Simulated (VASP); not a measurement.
Calculation: r2SCAN meta-GGA, VASP's PBE PAW potentials (set 64) (plane waves; VASP 6.6.1).

VASP input:

**KPOINTS**
```
Automatic mesh
0
Gamma
8 8 8
0 0 0
```

POSCAR:
```
ZnS
1
    0.0000000000     2.6912532012     2.6912532012
    2.5836030732     0.0000000000     2.6912532012
    2.5836030732     2.6912532012     0.0000000000
Zn S
1 1
Direct
  0.0000000000   0.0000000000   0.0000000000
  0.2500000000   0.2500000000   0.2500000000
```

**INCAR**
```
# general
SYSTEM  = ZnS
PREC    = Accurate
ENCUT   = 480
LREAL   = .FALSE.
LASPH   = .TRUE.

# electronic loop
EDIFF   = 1E-7
NELM    = 100
ALGO    = Normal
LMAXMIX = 4
LMIXTAU = .TRUE.

# smearing
ISMEAR  = 0
SIGMA   = 0.05

# functional
METAGGA = R2SCAN

# ions
ISIF    = 2

# output
LWAVE   = .FALSE.
LCHARG  = .FALSE.
```

POTCAR, in this order: Zn S (PBE.64 set). Program: vasp_std.

Output of the run:

OSZICAR:
```
       N       E                     dE             d eps       ncg     rms          rms(c)
DAV:   1     0.737739065808E+02    0.73774E+02   -0.90785E+03  1534   0.162E+03
DAV:   2    -0.157876227414E+02   -0.89562E+02   -0.85622E+02  1649   0.287E+02
DAV:   3    -0.218250472232E+02   -0.60374E+01   -0.60120E+01  1919   0.770E+01
DAV:   4    -0.218955276334E+02   -0.70480E-01   -0.70459E-01  1714   0.862E+00
DAV:   5    -0.218964708971E+02   -0.94326E-03   -0.94324E-03  1884   0.992E-01    0.811E+00
DAV:   6    -0.188113359547E+02    0.30851E+01   -0.20669E+00  1769   0.498E+01    0.719E+00
DAV:   7    -0.187603547226E+02    0.50981E-01   -0.71290E-01  1694   0.175E+01    0.376E+00
DAV:   8    -0.188234865533E+02   -0.63132E-01   -0.11787E-01  1564   0.533E+00    0.164E+00
DAV:   9    -0.188065403074E+02    0.16946E-01   -0.10720E-01  1539   0.382E+00    0.399E-01
DAV:  10    -0.188393216287E+02   -0.32781E-01   -0.47437E-02  1534   0.253E+00    0.136E-01
DAV:  11    -0.188403965891E+02   -0.10750E-02   -0.18427E-03  1784   0.620E-01    0.654E-02
DAV:  12    -0.188379269903E+02    0.24696E-02   -0.20795E-03  1544   0.751E-01    0.743E-02
DAV:  13    -0.188407476875E+02   -0.28207E-02   -0.97387E-04  1554   0.417E-01    0.188E-02
DAV:  14    -0.188408357800E+02   -0.88093E-04   -0.37561E-05  1639   0.747E-02    0.145E-02
DAV:  15    -0.188408356615E+02    0.11844E-06   -0.82925E-07  1949   0.112E-02    0.142E-02
DAV:  16    -0.188408338117E+02    0.18498E-05   -0.84040E-07  1619   0.217E-02    0.114E-02
DAV:  17    -0.188408469995E+02   -0.13188E-04   -0.85188E-06  1559   0.718E-02    0.120E-02
DAV:  18    -0.188408495521E+02   -0.25526E-05   -0.78191E-07  1604   0.126E-02    0.120E-02
DAV:  19    -0.188408489688E+02    0.58337E-06   -0.13788E-08   912   0.143E-03    0.122E-02
DAV:  20    -0.188408491889E+02   -0.22010E-06   -0.48395E-08  1002   0.482E-03    0.138E-02
DAV:  21    -0.188408488511E+02    0.33772E-06   -0.72676E-09   842   0.105E-03    0.143E-02
DAV:  22    -0.188408487190E+02    0.13214E-06   -0.15421E-09   832   0.742E-04    0.139E-02
DAV:  23    -0.188408487139E+02    0.51464E-08   -0.91306E-09   822   0.173E-03
   1 F= -.18840849E+02 E0= -.18840849E+02  d E =-.408533E-14
```

**OUTCAR**
```
------------------------ aborting loop because EDIFF is reached ----------------------------------------
  FORCE on cell =-STRESS in cart. coord.  units (eV):
  Direction    XX          YY          ZZ          XY          YZ          ZX
  --------------------------------------------------------------------------------------
  Total        1.1607339      0.7880472      0.7880472      0.0000000      0.0000000     -0.0000000
  in kB       49.6910716     33.7363364     33.7363364      0.0000000      0.0000000     -0.0000000
  external PRESSURE =      39.0545814 kB  Pullay stress =       0.0000000 kB
  volume of cell :       37.43
      direct lattice vectors                 reciprocal lattice vectors
     0.000000000  2.691253201  2.691253201    -0.193528180  0.185787053  0.185787053
     2.583603073  0.000000000  2.691253201     0.193528180 -0.185787053  0.185787053
     2.583603073  2.691253201  0.000000000     0.193528180  0.185787053 -0.185787053
  FREE ENERGIE OF THE ION-ELECTRON SYSTEM (eV)
  ---------------------------------------------------
  free  energy   TOTEN  =       -18.8408487139 eV

  energy  without entropy=      -18.8408487139  energy(sigma->0) =      -18.84084871
```
(Selected blocks of OUTCAR.)

**OUTCAR**
```
 val. band max:        2.4335583132   @ k =   0.0000   0.0000   0.0000

 cond. band min:       5.2622279670   @ k =   0.0000   0.0000   0.0000


 Fermi energy:         2.6750378838

 k-point     1 :       0.0000    0.0000    0.0000
  band No.  band energies     occupation
      1     -11.7248      2.00000
      2      -4.3909      2.00000
      3      -4.3909      2.00000
      4      -4.3670      2.00000
      5      -3.7768      2.00000
      6      -3.7625      2.00000
      7       2.2930      2.00000
      8       2.2931      2.00000
      9       2.4336      2.00000
     10       5.2622      0.00000
     11       9.2087      0.00000
     12       9.2089      0.00000
     13       9.2144      0.00000

 k-point     2 :       0.1250    0.0000    0.0000
  band No.  band energies     occupation
      1     -11.5939      2.00000
      2      -4.3880      2.00000
      3      -4.3675      2.00000
      4      -4.3455      2.00000
      5      -3.7771      2.00000
      6      -3.7658      2.00000
      7       1.2125      2.00000
      8       2.1165      2.00000
      9       2.2372      2.00000
     10       6.0468      0.00000
     11       9.1237      0.00000
     12       9.4714      0.00000
     13       9.5284      0.00000

 k-point     3 :       0.2500    0.0000    0.0000
  band No.  band energies     occupation
      1     -11.2506      2.00000
      2      -4.3457      2.00000
      3      -4.3167      2.00000
      4      -4.2869      2.00000
      5      -3.7686      2.00000
      6      -3.7667      2.00000
      7      -0.6393      2.00000
      8       1.7329      2.00000
      9       1.9032      2.00000
     10       6.5058      0.00000
     11       9.7683      0.00000
     12       9.7847      0.00000
     13      10.1470      0.00000

 k-point     4 :       0.3750    0.0000    0.0000
  band No.  band energies     occupation
      1     -10.8577      2.00000
      2      -4.2769      2.00000
      3      -4.2451      2.00000
...
```

The compound is ZnS in the zinc blende structure. This cell was strained or had an atom moved on purpose.
